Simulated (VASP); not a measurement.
The input files of a VASP run:

File KPOINTS:
```
Regular mesh
0
G
 7 7 7
0 0 0
```

POSCAR:
```
Pt3Ti
1
    3.9523819114     0.0000000000    -0.0000000000
    0.0000000000     3.9523819114     0.0000000000
   -0.0000000000     0.0000000000     3.9523819114
Ti Pt
1 3
Direct
  0.0000000000   0.0000000000   0.0000000000
  0.0000000000   0.5000000000   0.5000000000
  0.5000000000   0.0000000000   0.5000000000
  0.5000000000   0.5000000000   0.0000000000
```

**INCAR**
```
PARAM2 = 0.22
NSW = 60   ! most ionic steps
IBRION = 2   ! conjugate gradients
PREC = Accurate
EDIFFG = -0.02
GGA = BO
LREAL = .FALSE.
PARAM1 = 0.1833333333
ISIF = 3   ! ions, shape and volume
LASPH = .TRUE.
NELM = 100
ALGO = Normal   ! blocked Davidson
SIGMA = 0.1
LMAXMIX = 6
LWAVE = .FALSE.
SYSTEM = Pt3Ti
AGGAC = 0.0
LUSE_VDW = .TRUE.
EDIFF = 1E-6
ISMEAR = 1   ! Methfessel-Paxton
ENCUT = 520
LCHARG = .FALSE.
```

POTCAR, in this order: Ti_sv Pt (PBE.64 set). Program: vasp_std.

Q: Write an equivalent input for Quantum ESPRESSO's pw.x.

A: One equivalent input (not run):
```
&CONTROL
  calculation = 'vc-relax'
  pseudo_dir = './pseudo'
  outdir = './out'
  tprnfor = .true.
  tstress = .true.
  nstep = 60
  forc_conv_thr = 0.00078
/
&SYSTEM
  ibrav = 0
  nat = 4
  ntyp = 2
  ecutwfc = 84
  occupations = 'smearing'
  smearing = 'methfessel-paxton'
  degauss = 0.00735
  input_dft = 'vdw-df-obk8'
/
&ELECTRONS
  conv_thr = 7.3e-08
  electron_maxstep = 100
/
&IONS
/
&CELL
/
ATOMIC_SPECIES
  Ti 47.867 Ti.upf
  Pt 195.084 Pt.upf
CELL_PARAMETERS angstrom
     3.9523819    0.0000000   -0.0000000
     0.0000000    3.9523819    0.0000000
    -0.0000000    0.0000000    3.9523819
ATOMIC_POSITIONS crystal
  Ti   0.0000000  0.0000000  0.0000000
  Pt   0.0000000  0.5000000  0.5000000
  Pt   0.5000000  0.0000000  0.5000000
  Pt   0.5000000  0.5000000  0.0000000
K_POINTS automatic
  7 7 7 0 0 0
```
Limits of the translation: the potentials are each code's own (VASP's PAW set, PseudoDojo norm-conserving files in pw.x), so ENCUT and ecutwfc are chosen apart and not converted; conv_thr bounds pw.x's estimated SCF error, while EDIFF bounds the energy change between steps; forc_conv_thr acts on force components and is met together with etot_conv_thr.

The compound is Pt3Ti in the L1_2 structure. It was relaxed first. The start is the result of an earlier pass.
